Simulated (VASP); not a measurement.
```yaml
crystal:
  lattice:
    - [0.00000, 2.65243, 2.65243]
    - [2.65243, 0.00000, 2.65243]
    - [2.65243, 2.65243, 0.00000]
  atoms:
    - { symbol: Mn, position: [0.00000, 0.00000, 0.00000], spin: 2.6 }
    - { symbol: Si, position: [0.25000, 0.25000, 0.25000], spin: -0.2 }
```

Method: PBEsol GGA, VASP's PBE PAW potentials (set 64) (plane waves; VASP). Settings: 400 eV cut-off, 13×13×13 Γ-centred mesh, tetrahedra with Blöchl corrections, potentials Mn_pv Si.

Problem. Predict the cell moment, energy per atom (σ→0), band gap (on the k-mesh) with the smallest direct gap where there is one.

Solution. 
The band gap (on the k-mesh) is none (metal, semimetal or under 0.01 eV) and the cell moment comes out as 2.34 μB. The energy per atom (σ→0) is -6.888 eV/atom.

Problem. Give the moment on each site (PAW-sphere projection).

Solution. 
```csv
site,moment (μB)
Mn1,2.54
Si2,-0.19
```

Total energies compare only between runs with the same potentials, cut-off and functional.

The structure was generated: MnSi was put into the zinc blende type (F-43m), which need not be its known phase. It was relaxed first, which changed the volume by -22 %.
